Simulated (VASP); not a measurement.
Consider the following.

```
CELL_PARAMETERS angstrom
      5.22000     2.61000     2.61000
      2.61000     5.22000     2.61000
      2.61000     2.61000     5.22000
ATOMIC_POSITIONS crystal
  Mn 0.00000 0.00000 0.00000
  Mn 0.50000 0.50000 0.50000
  S  0.25000 0.25000 0.25000
  S  0.75000 0.75000 0.75000
```
Starting moments (μB, in the order of the record's atoms Mn Mn S S): 5.0 -5.0 0.0 0.0.

Method: PBE GGA, VASP's PBE PAW potentials (set 64) (plane waves; VASP 6.6.1). Run with 400 eV cut-off, 6×6×6 Γ-centred mesh, Gaussian smearing of 0.050 eV, potentials Mn_pv S.

Question: Estimate the cell moment, energy per atom (σ→0), pressure, band gap (on the k-mesh) with the smallest direct gap where there is one.

Answer: 
```json
{
 "band gap (on the k-mesh)": "0.89 eV",
 "smallest direct gap (on the k-mesh)": "1.27 eV",
 "cell_moment": "0.00 μB",
 "energy per atom (σ→0)": "-7.098 eV/atom",
 "pressure": "-4.06 GPa"
}
```

Question: Give the moment on each site (PAW-sphere projection).

Answer: 
| site | moment (μB) |
|---|---|
| Mn1 | 4.21 |
| Mn2 | -4.21 |
| S3 | 0.00 |
| S4 | 0.00 |

The compound is MnS in the rock salt, AFM-II order structure. The cell was not relaxed at this level.
